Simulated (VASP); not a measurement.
```yaml
crystal:
  lattice:
    - [0.00000, 2.75910, 2.75910]
    - [2.75910, 0.00000, 2.75910]
    - [2.75910, 2.75910, 0.00000]
  atoms:
    - { symbol: Zn, position: [0.00000, 0.00000, 0.00000] }
    - { symbol: S, position: [0.25000, 0.25000, 0.25000] }
```

The numbers are results of PBE GGA, VASP's PBE PAW potentials (set 64) (plane waves; VASP), not measurements. Run with 400 eV cut-off, 8×8×8 Γ-centred mesh, Gaussian smearing of 0.050 eV, potentials Zn S.

Task: Give the stress tensor in GPa (positive for a compressed cell).

Result: 
```
-2.69   0.00   0.00
 0.00  -2.69   0.00
 0.00   0.00  -2.69
```
The pressure is its mean diagonal, -2.69 GPa.

The compound is ZnS in the zinc blende structure. The cell was not relaxed at this level.
